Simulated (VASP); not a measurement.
Method: PBEsol GGA, VASP's PBE PAW potentials (set 64) (plane waves; VASP).

VASP ran on this input.

### INCAR
```
# general
SYSTEM =Al2Ga2N4
PREC   =Accurate
ENCUT  =520   # plane-wave cut-off (eV)
LREAL  =F   # projection in real space or not
LASPH  =T

# electronic loop
EDIFF  =1E-7
NELM   =100   # most electronic steps
ALGO   =Normal
LMAXMIX=4   # l cut-off of mixed one-centre charges

# smearing
ISMEAR =-5

# functional
GGA    =PS   # PBEsol

# ions
ISIF   =2

# output
LWAVE  =F
LCHARG =T
LORBIT =11
NEDOS  =601

# other
LEFG   =T
```

### POSCAR
```
Al2Ga2N4
1
    0.0015588353     4.4361935208     4.4361829564
    4.4377431101     0.0000092460     4.4377325571
    2.2188761780     2.2188761780    -0.0000000000
Ga N Al
2 4 2
Direct
  0.9994107777   0.0001971077   0.0003921147
  0.9994107777   0.5001971077   0.0003921147
  0.1323329270   0.1225554010   0.2451116720
  0.1323329270   0.6225554010   0.2451116720
  0.6172788764   0.1275730331   0.2551480903
  0.6172788764   0.6275730331   0.2551480903
  0.5009774189   0.9996744582   0.9993481229
  0.5009774189   0.4996744582   0.9993481229
```

File KPOINTS:
```
Automatic
0
G
  5 5 10
```

POTCAR, in this order: Ga_d N Al (PBE.64 set). Program: vasp_std.

Task: Estimate the energy per atom (σ→0), band gap (on the k-mesh).

Result: 
- energy per atom (σ→0) = -7.179 eV/atom
- band gap (on the k-mesh) = 2.67 eV

### OSZICAR
```
...
DAV:  10    -0.574333964012E+02   -0.39783E-03   -0.12302E-02  5887   0.813E-01    0.173E-01
DAV:  11    -0.574334584842E+02   -0.62083E-04   -0.12972E-03  8768   0.569E-01    0.264E-02
DAV:  12    -0.574334885967E+02   -0.30113E-04   -0.30808E-04  6269   0.171E-01    0.170E-02
DAV:  13    -0.574334896700E+02   -0.10733E-05   -0.17325E-05  7097   0.381E-02    0.484E-03
DAV:  14    -0.574334896111E+02    0.58903E-07   -0.44096E-06  6377   0.248E-02    0.302E-03
DAV:  15    -0.574334897646E+02   -0.15352E-06   -0.10843E-06  7538   0.955E-03    0.146E-03
DAV:  16    -0.574334897714E+02   -0.67776E-08   -0.16446E-07  3954   0.669E-03
   1 F= -.57433490E+02 E0= -.57433490E+02  d E =0.000000E+00
```

The structure was generated: Al2Ga2N4 was put into an ordered model structure (R3m), which need not be its known phase. It was relaxed first.
